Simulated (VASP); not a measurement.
Consider the following.

```
CELL_PARAMETERS angstrom
      2.73286     0.00000     0.00000
     -0.91095     2.57657     0.00000
      0.00000     0.00000    26.18372
ATOMIC_POSITIONS crystal
  Mo 0.50000 0.50000 0.32956
  Mo 0.00000 0.00000 0.41478
  Mo 0.50000 0.50000 0.50000
  Mo 0.00000 0.00000 0.58522
  Mo 0.50000 0.50000 0.67044
```

The numbers are results of r2SCAN meta-GGA, VASP's PBE PAW potentials (set 64) (plane waves; VASP), not measurements. Numerical set-up: PREC = Normal, EDIFF = 1E-5, 400 eV cut-off, 11×11×1 Γ-centred mesh, first-order Methfessel-Paxton smearing of 0.10 eV, potentials Mo_sv.

**Question.** The ions are relaxed. What does this cell relax into?

**Answer.** 
```
CELL_PARAMETERS angstrom
      2.73286     0.00000     0.00000
     -0.91095     2.57657     0.00000
      0.00000     0.00000    26.18372
ATOMIC_POSITIONS crystal
  Mo 0.50000 0.50000 0.33352
  Mo 0.00000 0.00000 0.41427
  Mo 0.50000 0.50000 0.50000
  Mo 0.00000 0.00000 0.58573
  Mo 0.50000 0.50000 0.66648
```

**Question.** How much energy does the relaxation gain?

**Answer.** The energy (σ→0) changes by -15.6 meV/atom, in 11 ionic steps.

| step | E(σ→0) (eV) | max force (eV/Å) | pressure (GPa) | volume (Å³) |
|---|---|---|---|---|
| 1 | -127.6918 | 0.704 | -3.79 | 184.37 |
| 2 | -127.7469 | 0.344 | -3.16 | 184.37 |
| 3 | -127.7561 | 0.174 | -2.78 | 184.37 |
| 4 | -127.7561 | 0.151 | -2.83 | 184.37 |
| 5 | -127.7604 | 0.126 | -2.63 | 184.37 |
| 6 | -127.7683 | 0.070 | -2.01 | 184.37 |
| 7 | -127.7619 | 0.162 | -0.77 | 184.37 |
| 8 | -127.7697 | 0.037 | -1.70 | 184.37 |
| 9 | -127.7697 | 0.035 | -1.68 | 184.37 |
| 10 | -127.7696 | 0.033 | -1.75 | 184.37 |
| 11 | -127.7698 | 0.003 | -1.71 | 184.37 |

The cell is a thin slab with vacuum, built from Mo (bcc): (110) face.
